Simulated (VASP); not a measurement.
The input files of a VASP run:

KPOINTS:
```
Automatic mesh
0
Gamma
7 7 7
0 0 0
```

**INCAR**
```
SYSTEM = SrTe
PREC = Accurate
ENCUT = 520
EDIFF = 1E-7
NELM = 100
ALGO = Normal
LREAL = .FALSE.
LASPH = .TRUE.
ISMEAR = 0
SIGMA = 0.05
GGA = RP
LMAXMIX = 4
LWAVE = .FALSE.
LCHARG = .FALSE.
ISIF = 2
```

File POSCAR:
```
SrTe
1
    0.0000000000     3.4774859910     3.4774859910
    3.4774859910     0.0000000000     3.4774859910
    3.4774859910     3.4774859910     0.0000000000
Sr Te
1 1
Direct
  0.0000000000   0.0000000000   0.0000000000
  0.5000000000   0.5000000000   0.5000000000
```

POTCAR, in this order: Sr_sv Te (PBE.64 set). Program: vasp_std.

Problem. Translate this RPBE calculation to Ansatz.

Solution. One equivalent input (not run):
Ansatz 0.2 input:
```yaml
crystal:
  lattice:
    - [0.0000000, 3.4774860, 3.4774860]
    - [3.4774860, 0.0000000, 3.4774860]
    - [3.4774860, 3.4774860, 0.0000000]
  atoms:
    - { symbol: Sr, position: [0.0000000, 0.0000000, 0.0000000] }
    - { symbol: Te, position: [0.5000000, 0.5000000, 0.5000000] }
kpoints:
  mp_grid: { grid: [7, 7, 7] }
hamiltonian:
  xc: rpbe
  pseudopotentials: { kind: paw }
scf:
  occupations: { method: gaussian, width: 0.05 }
  max_iter: 100
output: { forces: true, stress: true, eigenvalues: true }
```
What does not carry over: each code has its own PAW files, so the cut-off isn't converted (ENCUT is set for VASP's; basis.ecutwfc is left out, and Ansatz then takes the one that its files recommend); Ansatz stops its SCF on the density residual and VASP on the energy change (EDIFF).

The compound is SrTe in the rock salt structure. This cell is one point of a volume scan, at 1.06 of the reference volume.
